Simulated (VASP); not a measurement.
OSZICAR of a VASP run on BC31Si32:

File OSZICAR:
```
       N       E                     dE             d eps       ncg     rms          rms(c)
DAV:   1    -0.542085310581E+03   -0.54209E+03   -0.98333E+00   322   0.783E+00    0.149E+01
DAV:   2    -0.542151080407E+03   -0.65770E-01   -0.26804E-01   355   0.117E+00    0.108E+01
DAV:   3    -0.542134693657E+03    0.16387E-01   -0.10040E-02   363   0.242E-01    0.637E+00
DAV:   4    -0.542128829639E+03    0.58640E-02   -0.31384E-03   364   0.121E-01    0.366E+00
DAV:   5    -0.542126993596E+03    0.18360E-02   -0.98261E-04   364   0.672E-02    0.209E+00
DAV:   6    -0.542126403008E+03    0.59059E-03   -0.24316E-04   372   0.360E-02    0.119E+00
DAV:   7    -0.542126209148E+03    0.19386E-03   -0.71008E-05   355   0.212E-02    0.676E-01
DAV:   8    -0.542126149157E+03    0.59991E-04   -0.20299E-05   211   0.124E-02    0.391E-01
DAV:   9    -0.542126131542E+03    0.17615E-04   -0.97995E-06   211   0.910E-03    0.221E-01
DAV:  10    -0.542126127383E+03    0.41595E-05   -0.24459E-06   211   0.460E-03
   1 F= -.54212613E+03 E0= -.54212613E+03  d E =-.145829E-11
```

Question: Which electronic solver shows in the log?

Answer: It is blocked Davidson (ALGO = Normal, or the opening steps of other solvers). The INCAR had ALGO = Normal.

Question: Can the final energy be trusted as converged?

Answer: The run converged. It stopped with EDIFF = 1E-5, NELM = 50 (HSE06 screened hybrid, plane waves, VASP's PBE PAW potentials (set 64)).  The cell is charged, with a uniform compensating background. The supercell is sampled at Γ alone, which is coarse: total energies, pressure and levels can be off, energies of defects by several tenths of an eV.

The cell is a supercell with a defect, built from SiC (zinc blende): B_C, charge -1. The cell's shape comes from a PBE relaxation. The run is not spin-polarised, so no state with unpaired spins was tried.
